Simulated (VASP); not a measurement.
An input for Quantum ESPRESSO's pw.x (written as the equivalent of a VASP run, and not itself run):

```
&CONTROL
  calculation = 'scf'
  pseudo_dir = './pseudo'
  outdir = './out'
  tprnfor = .true.
  tstress = .true.
/
&SYSTEM
  ibrav = 0
  nat = 2
  ntyp = 2
  ecutwfc = 84
  occupations = 'smearing'
  smearing = 'methfessel-paxton'
  degauss = 0.000735
  input_dft = 'pbe'
/
&ELECTRONS
  conv_thr = 7.3e-08
  electron_maxstep = 100
/
ATOMIC_SPECIES
  Ru 101.070 Ru.upf
  S 32.060 S.upf
CELL_PARAMETERS angstrom
     2.7970250    0.0000000    0.0000000
     0.0000000    2.7970250    0.0000000
     0.0000000    0.0000000    2.7970250
ATOMIC_POSITIONS crystal
  Ru   0.0000000  0.0000000  0.0000000
  S    0.5000000  0.5000000  0.5000000
K_POINTS automatic
  9 9 9 0 0 0
```

Problem. Translate this input to VASP (INCAR, KPOINTS, POSCAR, choice of POTCAR).

Solution. One answer among several that fit: 
### POSCAR
```
RuS
1
    2.7970250000     0.0000000000     0.0000000000
    0.0000000000     2.7970250000     0.0000000000
    0.0000000000     0.0000000000     2.7970250000
Ru S
1 1
Direct
  0.0000000000   0.0000000000   0.0000000000
  0.5000000000   0.5000000000   0.5000000000
```

File KPOINTS:
```
Automatic mesh
0
Gamma
9 9 9
0 0 0
```

INCAR:
```
SYSTEM = RuS
PREC = Accurate
ENCUT = 400
EDIFF = 1E-6
NELM = 100
ALGO = Normal
LREAL = .FALSE.
LASPH = .TRUE.
ISMEAR = 1
SIGMA = 0.01
GGA = PE
LMAXMIX = 4
LWAVE = .FALSE.
LCHARG = .FALSE.
ISIF = 2
```

POTCAR, in this order: Ru_pv S (PBE.64 set). Program: vasp_std.

The two are equivalent in intent, not identical: the potentials are each code's own (VASP's PAW set, PseudoDojo norm-conserving files in pw.x), so ENCUT and ecutwfc are chosen apart and not converted; conv_thr bounds pw.x's estimated SCF error, while EDIFF bounds the energy change between steps.

The structure was generated: RuS was put into the CsCl type (Pm-3m), which need not be its known phase. The cell was not relaxed at this level. The run is one of a series of settings (ISMEAR = 1, SIGMA = 0.01 against the base run), some of them coarse on purpose.
